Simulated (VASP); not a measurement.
Level of theory: PBEsol GGA, VASP's PBE PAW potentials (set 64) (plane waves; VASP).

VASP input:

### INCAR
```
SYSTEM = Pd(111) slab
PREC = Normal
ENCUT = 400
EDIFF = 1E-5
NELM = 100
ALGO = Normal
LREAL = .FALSE.
LASPH = .TRUE.
ISMEAR = 1
SIGMA = 0.1
GGA = PS
LMAXMIX = 4
LWAVE = .TRUE.
LCHARG = .FALSE.
NELMIN = 4
LDIPOL = .TRUE.
IDIPOL = 3
DIPOL = 0.5 0.5 0.5
IBRION = 2
ISIF = 2
NSW = 50
EDIFFG = -0.03
```

### KPOINTS
```
Automatic mesh
0
Gamma
12 12 1
0 0 0
```

POSCAR:
```
Pd(111) slab
1
    2.7396218025    -0.0000000000    -0.0000000000
   -1.3698113993     2.3725826288     0.0000000000
    0.0000000000     0.0000000000    26.1243485451
Pd
5
Direct
  0.6666670000   0.3333330000   0.3287500000
  0.3333330000   0.6666670000   0.4143750000
  0.0000000000   0.0000000000   0.5000000000
  0.6666670000   0.3333330000   0.5856250000
  0.3333330000   0.6666670000   0.6712500000
```

POTCAR, in this order: Pd (PBE.64 set). Program: vasp_std.

What VASP printed:

OSZICAR:
```
       N       E                     dE             d eps       ncg     rms          rms(c)
DAV:   1     0.289650277988E+03    0.28965E+03   -0.20680E+04  1148   0.119E+03
DAV:   2    -0.164491536010E+02   -0.30610E+03   -0.28968E+03  1370   0.283E+02
DAV:   3    -0.297265996691E+02   -0.13277E+02   -0.12269E+02  1376   0.559E+01
DAV:   4    -0.302107110602E+02   -0.48411E+00   -0.46465E+00  1382   0.103E+01
DAV:   5    -0.302299438002E+02   -0.19233E-01   -0.18557E-01  1458   0.166E+00    0.176E+01
DAV:   6    -0.285688141345E+02    0.16611E+01   -0.59651E+00  1196   0.171E+01    0.797E+00
DAV:   7    -0.288818011724E+02   -0.31299E+00   -0.24924E+00  1226   0.147E+01    0.738E+00
DAV:   8    -0.285596383397E+02    0.32216E+00   -0.26558E+00  1242   0.173E+01    0.394E+00
DAV:   9    -0.284506448424E+02    0.10899E+00   -0.69836E-01  1246   0.766E+00    0.151E+00
DAV:  10    -0.284992295091E+02   -0.48585E-01   -0.41159E-01  1318   0.529E+00    0.249E+00
DAV:  11    -0.284349457248E+02    0.64284E-01   -0.13143E-01  1290   0.356E+00    0.419E-01
DAV:  12    -0.284344250718E+02    0.52065E-03   -0.97247E-03  1360   0.764E-01    0.229E-01
DAV:  13    -0.284342206011E+02    0.20447E-03   -0.18876E-03  1308   0.375E-01    0.630E-02
DAV:  14    -0.284341990585E+02    0.21543E-04   -0.22651E-04  1272   0.881E-02    0.289E-02
DAV:  15    -0.284341965802E+02    0.24783E-05   -0.73669E-05  1250   0.446E-02
   1 F= -.28434197E+02 E0= -.28431724E+02  d E =-.284342E+02
       N       E                     dE             d eps       ncg     rms          rms(c)
DAV:   1    -0.284344910885E+02   -0.29203E-03   -0.17153E-01  1140   0.204E+00    0.766E-02
DAV:   2    -0.284348699741E+02   -0.37889E-03   -0.27550E-03  1218   0.383E-01    0.141E-01
DAV:   3    -0.284348590057E+02    0.10968E-04   -0.20448E-03  1264   0.384E-01    0.157E-01
DAV:   4    -0.284347662789E+02    0.92727E-04   -0.42000E-04  1260   0.179E-01    0.873E-02
DAV:   5    -0.284347534112E+02    0.12868E-04   -0.19584E-04  1230   0.125E-01    0.524E-02
DAV:   6    -0.284348145535E+02   -0.61142E-04   -0.94797E-05   790   0.795E-02    0.127E-02
DAV:   7    -0.284348524699E+02   -0.37916E-04   -0.89902E-06   722   0.250E-02    0.618E-03
DAV:   8    -0.284348802157E+02   -0.27746E-04   -0.29413E-06   660   0.124E-02    0.469E-03
DAV:   9    -0.284349291455E+02   -0.48930E-04   -0.44917E-06   690   0.116E-02    0.269E-03
DAV:  10    -0.284349565558E+02   -0.27410E-04   -0.58933E-06   734   0.687E-03    0.228E-03
DAV:  11    -0.284349582083E+02   -0.16525E-05   -0.11249E-06   720   0.396E-03
   2 F= -.28434958E+02 E0= -.28432480E+02  d E =-.761628E-03
       N       E                     dE             d eps       ncg     rms          rms(c)
DAV:   1    -0.284349907944E+02   -0.34239E-04   -0.23032E-03  1140   0.236E-01    0.806E-03
DAV:   2    -0.284349955795E+02   -0.47851E-05   -0.27002E-05   830   0.373E-02    0.814E-03
DAV:   3    -0.284349985785E+02   -0.29990E-05   -0.18927E-05   600   0.376E-02    0.202E-02
DAV:   4    -0.284349974650E+02    0.11135E-05   -0.61500E-06   570   0.222E-02
   3 F= -.28434997E+02 E0= -.28432522E+02  d E =-.800885E-03
       N       E                     dE             d eps       ncg     rms          rms(c)
DAV:   1    -0.284350377533E+02   -0.39175E-04   -0.92541E-03  1140   0.473E-01    0.204E-02
DAV:   2    -0.284350719573E+02   -0.34204E-04   -0.20649E-04  1214   0.111E-01    0.526E-02
DAV:   3    -0.284350543738E+02    0.17584E-04   -0.19031E-04   940   0.120E-01    0.357E-02
DAV:   4    -0.284350497930E+02    0.45807E-05   -0.12248E-05   612   0.288E-02
   4 F= -.28435050E+02 E0= -.28432569E+02  d E =-.853213E-03
```

OUTCAR:
```
------------------------ aborting loop because EDIFF is reached ----------------------------------------
  FORCE on cell =-STRESS in cart. coord.  units (eV):
  Direction    XX          YY          ZZ          XY          YZ          ZX
  --------------------------------------------------------------------------------------
  Total       -2.7557933     -2.7557946     -0.5622718      0.0000006     -0.0000000      0.0000000
  in kB      -26.0015836    -26.0015957     -5.3051722      0.0000055     -0.0000000      0.0000000
  external PRESSURE =     -19.1027838 kB  Pullay stress =       0.0000000 kB
  volume of cell :      169.81
      direct lattice vectors                 reciprocal lattice vectors
     2.739621802  0.000000000  0.000000000     0.365013886  0.210740893  0.000000000
    -1.369811399  2.372582629  0.000000000     0.000000000  0.421481633  0.000000000
     0.000000000  0.000000000 26.124348545     0.000000000  0.000000000  0.038278466
 POSITION                                       TOTAL-FORCE (eV/Angst)
 -----------------------------------------------------------------------------------
      1.36981      0.79086      8.58804         0.000000     -0.000000      0.026706
     -0.00000      1.58172     10.83042        -0.000000     -0.000000      0.023540
      0.00000      0.00000     13.06217        -0.000000      0.000000      0.000000
      1.36981      0.79086     15.29393        -0.000000      0.000000     -0.023540
     -0.00000      1.58172     17.53631        -0.000000      0.000000     -0.026706
 -----------------------------------------------------------------------------------
    total drift:                                0.000000     -0.000000      0.000000
  FREE ENERGIE OF THE ION-ELECTRON SYSTEM (eV)
  ---------------------------------------------------
  free  energy   TOTEN  =       -28.4350497930 eV

  energy  without entropy=      -28.4276071333  energy(sigma->0) =      -28.43256891

 reached required accuracy - stopping structural energy minimisation
```
(Selected blocks of OUTCAR.)

**CONTCAR**
```
Pd(111) slab
   1.00000000000000
     2.7396218024999999    0.0000000000000000    0.0000000000000000
    -1.3698113993000001    2.3725826288000000    0.0000000000000000
     0.0000000000000000    0.0000000000000000   26.1243485450999984
  Pd
     5
Direct
     0.6666669999999968    0.3333330000000032    0.3287368277116074
     0.3333330000000032    0.6666669999999968    0.4145718486646763
     0.0000000000000000    0.0000000000000000    0.5000000000000000
     0.6666669999999968    0.3333330000000032    0.5854281513353237
     0.3333330000000032    0.6666669999999968    0.6712631722883925
```

The cell is a thin slab with vacuum, built from Pd (fcc): (111) face.
